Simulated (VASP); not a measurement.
All values below come from vdW-DF-cx, VASP's PBE PAW potentials (set 64) (plane waves; VASP).

A VASP calculation is set up with these files.

File POSCAR:
```
Al
1.0
  0.0000000000   2.0519877809   2.0519877809
  2.0519877809   0.0000000000   2.0519877809
  2.0519877809   2.0519877809   0.0000000000
Al
1
Direct
  0.0000000000   0.0000000000   0.0000000000
```

**KPOINTS**
```
Automatic mesh
0
Gamma
16 16 16
0 0 0
```

**INCAR**
```
AGGAC = 0.0
ALGO = Normal
EDIFF = 1E-7
ENCUT = 520
GGA = CX
ISIF = 2
ISMEAR = 1
LASPH = T
LCHARG = F
LREAL = F
LUSE_VDW = T
LWAVE = F
NELM = 100
PREC = Accurate
SIGMA = 0.1
SYSTEM = Al
```

POTCAR, in this order: Al (PBE.64 set). Program: vasp_std.

The run wrote:

OUTCAR:
```
 ion  position               nearest neighbor table
   1  0.000  0.000  0.000-
  LATTYP: Found a face centered cubic cell.
 ALAT       =     4.1039755618
 Subroutine PRICEL returns:
 Original cell was already a primitive cell.
 Subroutine GETGRP returns: Found 48 space group operations
The static configuration has the point symmetry O_h .
The dynamic configuration has the point symmetry O_h .
 Subroutine INISYM returns: Found 48 space group operations
 Subroutine IBZKPT returns following result:
 Found    145 irreducible k-points:

 Following reciprocal coordinates:
            Coordinates               Weight
  0.000000  0.000000  0.000000      1.000000
  0.062500  0.000000  0.000000      8.000000
  0.125000  0.000000  0.000000      8.000000
  0.187500  0.000000  0.000000      8.000000
  0.250000  0.000000  0.000000      8.000000
  0.312500  0.000000  0.000000      8.000000
  0.375000  0.000000  0.000000      8.000000
  0.437500  0.000000  0.000000      8.000000
  0.500000  0.000000  0.000000      4.000000
  0.062500  0.062500  0.000000      6.000000
...
```

**OSZICAR**
```
       N       E                     dE             d eps       ncg     rms          rms(c)
DAV:   1    -0.695626281357E+00   -0.69563E+00   -0.83600E+02  1550   0.321E+02
DAV:   2    -0.261550616081E+01   -0.19199E+01   -0.17946E+01  1875   0.291E+01
DAV:   3    -0.263273770266E+01   -0.17232E-01   -0.17226E-01  2000   0.328E+00
DAV:   4    -0.263278305752E+01   -0.45355E-04   -0.45354E-04  1945   0.158E-01
DAV:   5    -0.263278335193E+01   -0.29442E-06   -0.29447E-06  1990   0.111E-02    0.145E+00
DAV:   6    -0.262433523126E+01    0.84481E-02   -0.13861E-03  1735   0.333E-01    0.850E-01
DAV:   7    -0.261812140559E+01    0.62138E-02   -0.36471E-03  1635   0.562E-01    0.142E-01
DAV:   8    -0.261812512026E+01   -0.37147E-05   -0.32515E-05  2265   0.478E-02    0.191E-02
DAV:   9    -0.261812509813E+01    0.22127E-07   -0.24426E-07  1790   0.405E-03
   1 F= -.26181251E+01 E0= -.26182512E+01  d E =0.378448E-03
```

**OUTCAR**
```
------------------------ aborting loop because EDIFF is reached ----------------------------------------
  FORCE on cell =-STRESS in cart. coord.  units (eV):
  Direction    XX          YY          ZZ          XY          YZ          ZX
  --------------------------------------------------------------------------------------
  Total       -0.4256833     -0.4256833     -0.4256833     -0.0000000     -0.0000000     -0.0000000
  in kB      -39.4677930    -39.4677930    -39.4677930     -0.0000000     -0.0000000     -0.0000000
  external PRESSURE =     -39.4677930 kB  Pullay stress =       0.0000000 kB
  volume of cell :       17.28
      direct lattice vectors                 reciprocal lattice vectors
     0.000000000  2.051987781  2.051987781    -0.243666168  0.243666168  0.243666168
     2.051987781  0.000000000  2.051987781     0.243666168 -0.243666168  0.243666168
     2.051987781  2.051987781  0.000000000     0.243666168  0.243666168 -0.243666168
 POSITION                                       TOTAL-FORCE (eV/Angst)
 -----------------------------------------------------------------------------------
      0.00000      0.00000      0.00000         0.000000      0.000000      0.000000
 -----------------------------------------------------------------------------------
    total drift:                                0.000000      0.000000     -0.000000
  FREE ENERGIE OF THE ION-ELECTRON SYSTEM (eV)
  ---------------------------------------------------
  free  energy   TOTEN  =        -2.6181250981 eV

  energy  without entropy=       -2.6185035459  energy(sigma->0) =       -2.61825125
```
(Selected blocks of OUTCAR.)

The compound is Al in the fcc structure. This cell is one point of a volume scan, at 1.06 of the reference volume.
